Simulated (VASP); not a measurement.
# What goes wrong when ZrC is relaxed with a bad input, part 2 of 2

Some relaxations of ZrC get a fault in the input on purpose. Which of them show, and how? The starting structure is a measured crystal structure from the Crystallography Open Database.

VASP 6.6.1.

Results so far: reference 12.74 Å³ an atom; a k mesh far too coarse 13.20 Å³ an atom; a smearing far too wide 12.96 Å³ an atom.

The database entry behind the starting cell differs from later determinations by our own check (0.1 to 0.3 % short, probably kX units), so it need not match the best structure at ambient conditions.

### Step 5. Relaxation with too few ionic steps

Level of this step: PBEsol; plane waves and PAW (Zr_sv, C) (VASP).

A slip made on purpose: too few ionic steps. Against step 2 the input has NSW = 2 (also changed: NELM).

File INCAR:

```
SYSTEM = ZrC
PREC = Accurate
ENCUT = 520
EDIFF = 1E-06
NELM = 60
ISMEAR = 1
SIGMA = 0.1
LREAL = .FALSE.
ALGO = Normal
GGA = PS
NBANDS = 14
LORBIT = 11
LWAVE = .FALSE.
LCHARG = .FALSE.
KPAR = 2
IBRION = 2
NSW = 2
ISIF = 3
EDIFFG = -0.01
```

File POSCAR:

```
ZrC
1.0
    0.0000000000      2.3414000000      2.3414000000
    2.3414000000      0.0000000000      2.3414000000
    2.3414000000      2.3414000000      0.0000000000
Zr C
1 1
Direct
    0.0000000000      0.0000000000      0.0000000000
    0.5000000000      0.5000000000      0.5000000000
```

File KPOINTS:

```
Automatic mesh
0
Gamma
10 10 10
0 0 0
```

PAW data sets: Zr_sv and C (PBE family, release 64).

The run is started by

```sh
> mpirun -np 2 vasp_std
```

Output:

```text
[... set-up lines as in an earlier step ...]
 entering main loop
       N       E                     dE             d eps       ncg     rms          rms(c)
[... 13 cycles as in an earlier step ...]
   1 F= -.20569567E+02 E0= -.20569687E+02  d E =-.205696E+02
[...]
N       E                     dE             d eps       ncg     rms          rms(c)
[... 8 cycles as in an earlier step ...]
   2 F= -.20567664E+02 E0= -.20567775E+02  d E =0.190266E-02
 trial-energy change:    0.001903  1 .order    0.001948   -0.005348    0.009243
 step:   0.3708(harm=  0.3665)  dis= 0.00000  next Energy=   -20.570561 (dE=-0.994E-03)
```

It took 38 s on 2 MPI ranks of AMD EPYC 7R43, shared host; peak memory 0.26 GiB.

From OUTCAR (step 5):

```text
  Total        0.4698527      0.4698527      0.4698527     -0.0000000      0.0000000      0.0000000
  in kB       29.9079672     29.9079672     29.9079672     -0.0000000      0.0000000      0.0000000
  external PRESSURE =      29.9079672 kB  Pullay stress =       0.0000000 kB

 POSITION                                       TOTAL-FORCE (eV/Angst)
 -----------------------------------------------------------------------------------
      2.32605      2.32605      0.00000         0.000000     -0.000000     -0.000000
      2.32605      2.32605      2.32605        -0.000000      0.000000      0.000000
 -----------------------------------------------------------------------------------
    total drift:                                0.000000      0.000000      0.000000

  FREE ENERGIE OF THE ION-ELECTRON SYSTEM (eV)
  ---------------------------------------------------
  free  energy   TOTEN  =       -20.5676643544 eV

  energy  without entropy=      -20.5679973496  energy(sigma->0) =      -20.56777535

[... 1 part as in an earlier step ...]

[... 2 further parts left out ...]
[key lines of the parts left out:]
E-fermi :   9.8643
```

The relaxation used up its 2 ionic steps (NSW) before forces and stress met EDIFFG.

### Step 6. Relaxation with the cell held fixed (ISIF = 2)

A slip made on purpose: the cell held fixed (ISIF = 2). Against step 2 the input has ISIF = 2 (also changed: NELM).

Edit INCAR of step 5 so:

```diff
@@ -16,4 +16,4 @@
 IBRION = 2
-NSW = 2
-ISIF = 3
+NSW = 50
+ISIF = 2
 EDIFFG = -0.01
```

POSCAR is that of step 5.

KPOINTS is that of step 5.

The run is started by

```sh
> mpirun -np 2 vasp_std
```

Output:

```text
[... set-up lines as in an earlier step ...]
 entering main loop
       N       E                     dE             d eps       ncg     rms          rms(c)
[... 13 cycles as in an earlier step ...]
   1 F= -.20569567E+02 E0= -.20569687E+02  d E =-.205696E+02
[...]
reached required accuracy - stopping structural energy minimisation
```

Wall time 17 s (2 MPI ranks); peak memory 0.25 GiB.

From OUTCAR (step 6):

```text
  Total       -0.2718424     -0.2718424     -0.2718424      0.0000000      0.0000000     -0.0000000
  in kB      -16.9656682    -16.9656682    -16.9656682      0.0000000      0.0000000     -0.0000000
  external PRESSURE =     -16.9656682 kB  Pullay stress =       0.0000000 kB

 POSITION                                       TOTAL-FORCE (eV/Angst)
 -----------------------------------------------------------------------------------
      0.00000      0.00000      0.00000        -0.000000      0.000000      0.000000
      2.34140      2.34140      2.34140         0.000000      0.000000     -0.000000
 -----------------------------------------------------------------------------------
    total drift:                                0.000000      0.000000      0.000000

  FREE ENERGIE OF THE ION-ELECTRON SYSTEM (eV)
  ---------------------------------------------------
  free  energy   TOTEN  =       -20.5695670109 eV

  energy  without entropy=      -20.5699274875  energy(sigma->0) =      -20.56968717

[... 2 parts as in an earlier step ...]

[... 2 further parts left out ...]
[key lines of the parts left out:]
E-fermi :   9.6306
```

With the cell held fixed (ISIF = 2) the cell ends at 12.836 Å³ an atom, +0.73 % from the reference.

### Step 7. The runs compared

```
                           run          ended  volume (Å³/atom)  change (%)  pressure left (GPa)  core minutes
                     reference      converged            12.743           -                  0.0          1.23
       a k mesh far too coarse      converged            13.202         3.6                 -0.1         0.213
       a smearing far too wide      converged             12.96        1.71                -0.01           1.6
           too few ionic steps  not converged                 -           -                    -          1.27
the cell held fixed (ISIF = 2)      converged            12.836        0.73                 -1.7         0.553
```

Core minutes are wall time times ranks, summed over the relaxations behind a row (those for a bulk modulus apart), on shared hosts.

### Step 8. Results

| Quantity | Value |
| --- | --- |
| volume of the reference | 12.74 Å³/atom |
| volume against the reference, a k mesh far too coarse | +3.60 % |
| volume against the reference, a smearing far too wide | +1.71 % |
| volume against the reference, the cell held fixed (ISIF = 2) | +0.73 % |
| run with too few ionic steps | not converged |

**Reading.** The run with too few ionic steps didn't converge. Finished, but with signs in the output that stand out against the reference: a k mesh far too coarse, with the volume changed by +3.6 % (signs: a stress of up to 0.1 GPa and 6.8 GPa at the first ionic step (reference: -1.7 GPa)); a smearing far too wide, with the volume changed by +1.7 % (signs: 2.1 GPa at the first ionic step (reference: -1.7 GPa) and a large entropy term in the energy); the cell held fixed (ISIF = 2), with the volume kept at the input's, +0.7 % from the reference (signs: a stress of up to 1.7 GPa). Further runs on this material are not shown.

[Lines on the potential files, build, host, timing and source positions are cut from VASP's logs without a mark.]

[Logs are printed without paths, hosts, clocks, repeated set-up lines and the standing remarks that a program may print on its own settings, such as how far it seeks lower states.]

[Hosts, paths, dates, database ids (printed as entryN), source tags and the programs' standing remarks are cut or masked in the printed files.]
